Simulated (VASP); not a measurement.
Output of a VASP run:

### OSZICAR
```
       N       E                     dE             d eps       ncg     rms          rms(c)
DAV:   1    -0.446562210542E+02   -0.44656E+02   -0.31651E-05  1012   0.381E-02    0.959E-03
DAV:   2    -0.446562618799E+02   -0.40826E-04   -0.36727E-04  1608   0.139E-01    0.249E-02
DAV:   3    -0.446562130889E+02    0.48791E-04   -0.19131E-04  1532   0.102E-01    0.975E-04
DAV:   4    -0.446562131921E+02   -0.10317E-06   -0.89144E-07   864   0.264E-03
   1 F= -.44656213E+02 E0= -.44650080E+02  d E =-.184002E-01
```

OUTCAR:
```
------------------------ aborting loop because EDIFF is reached ----------------------------------------
  FORCE on cell =-STRESS in cart. coord.  units (eV):
  Direction    XX          YY          ZZ          XY          YZ          ZX
  --------------------------------------------------------------------------------------
  Total       -2.0434032     -2.0434032     -1.0635895      0.0000000      0.0000000      0.0000000
  in kB       -4.6607495     -4.6607495     -2.4259159      0.0000000      0.0000000      0.0000000
  external PRESSURE =      -3.9158050 kB  Pullay stress =       0.0000000 kB
  volume of cell :      702.44
      direct lattice vectors                 reciprocal lattice vectors
     5.865411805  0.000000000  0.000000000     0.170491013  0.000000000  0.000000000
     0.000000000  5.865411805  0.000000000     0.000000000  0.170491013  0.000000000
     0.000000000  0.000000000 20.417937604     0.000000000  0.000000000  0.048976543
 POSITION                                       TOTAL-FORCE (eV/Angst)
 -----------------------------------------------------------------------------------
      1.46635      1.46635      7.13774         0.000000      0.000000     -0.010498
      4.39906      1.46635      7.13674         0.000000     -0.000000      0.010429
      1.46635      4.39906      7.13674         0.000000      0.000000      0.010429
      4.39906      4.39906      7.13446         0.000000      0.000000      0.025145
      0.00721      0.00721      9.17770        -0.005299     -0.005299      0.007266
      2.92549      0.00721      9.17770         0.005299     -0.005299      0.007266
      0.00721      2.92549      9.17770        -0.005299      0.005299      0.007266
      2.92549      2.92549      9.17770         0.005299      0.005299      0.007266
      1.46635      1.46635     11.30432         0.000000      0.000000      0.001351
      4.39906      1.46635     11.26066         0.000000      0.000000     -0.015145
      1.46635      4.39906     11.26066        -0.000000     -0.000000     -0.015145
      4.39906      4.39906     11.24070         0.000000     -0.000000     -0.016889
      5.79997      5.79997     13.34294         0.009083      0.009083     -0.003372
      2.99815      5.79997     13.34294        -0.009083      0.009083     -0.003372
      5.79997      2.99815     13.34294         0.009083     -0.009083     -0.003372
      2.99815      2.99815     13.34294        -0.009083     -0.009083     -0.003372
      1.46635      1.46635     14.52610         0.000000      0.000000     -0.005252
 -----------------------------------------------------------------------------------
    total drift:                                0.000000      0.000000     -0.010654
  FREE ENERGIE OF THE ION-ELECTRON SYSTEM (eV)
  ---------------------------------------------------
  free  energy   TOTEN  =       -44.6562131921 eV

  energy  without entropy=      -44.6378129879  energy(sigma->0) =      -44.65007979

 total charge

# of ion       s       p       d       tot
------------------------------------------
    1        0.411   0.183   9.197   9.791
    2        0.423   0.177   9.196   9.796
    3        0.423   0.177   9.196   9.796
    4        0.408   0.177   9.200   9.785
    5        0.397   0.275   9.159   9.832
    6        0.397   0.275   9.159   9.832
    7        0.397   0.275   9.159   9.832
    8        0.397   0.275   9.159   9.832
    9        0.382   0.271   9.164   9.817
   10        0.399   0.264   9.170   9.833
   11        0.399   0.264   9.170   9.833
   12        0.423   0.283   9.150   9.856
   13        0.452   0.271   9.147   9.869
   14        0.452   0.271   9.147   9.869
   15        0.452   0.271   9.147   9.869
   16        0.452   0.271   9.147   9.869
   17        0.853   0.735   0.000   1.588
--------------------------------------------------
tot          7.519   4.715 146.665 158.899
```
(Selected blocks of OUTCAR.)

POSCAR:
```
Ag16Si
1
    5.8654118046     0.0000000000     0.0000000000
    0.0000000000     5.8654118046     0.0000000000
    0.0000000000     0.0000000000    20.4179376039
Ag Si
16 1
Direct
  0.2500000000   0.2500000000   0.3495816348
  0.7500000000   0.2500000000   0.3495327488
  0.2500000000   0.7500000000   0.3495327488
  0.7500000000   0.7500000000   0.3494213247
  0.0012300478   0.0012300478   0.4494921023
  0.4987699522   0.0012300478   0.4494921023
  0.0012300478   0.4987699522   0.4494921023
  0.4987699522   0.4987699522   0.4494921023
  0.2500000000   0.2500000000   0.5536464154
  0.7500000000   0.2500000000   0.5515082490
  0.2500000000   0.7500000000   0.5515082490
  0.7500000000   0.7500000000   0.5505305433
  0.9888423479   0.9888423479   0.6534909330
  0.5111576521   0.9888423479   0.6534909330
  0.9888423479   0.5111576521   0.6534909330
  0.5111576521   0.5111576521   0.6534909330
  0.2500000000   0.2500000000   0.7114379451
```

Q: Write an INCAR and KPOINTS that could have produced this output.

A: Several could match; the one computed here: the input of the run itself, PBE GGA, plane waves, VASP's PBE PAW potentials (set 64).

File KPOINTS:
```
K-points
0
G
  5 5 1
```

**INCAR**
```
SYSTEM = Ag16Si
PREC = Normal
ENCUT = 400
EDIFF = 1E-6
NELM = 100
ALGO = Normal
LREAL = .FALSE.
LASPH = .TRUE.
ISMEAR = 1
SIGMA = 0.1
GGA = PE
LMAXMIX = 4
LWAVE = .FALSE.
LCHARG = .FALSE.
NELMIN = 4
LDIPOL = .TRUE.
IDIPOL = 3
DIPOL = 0.5 0.5 0.5
LVHAR = .TRUE.
LORBIT = 11
```

POTCAR, in this order: Ag Si (PBE.64 set). Program: vasp_std. Read from the step before: WAVECAR.

The cell is a thin slab with vacuum, built from Ag (fcc): (100) face, Si adsorbed.
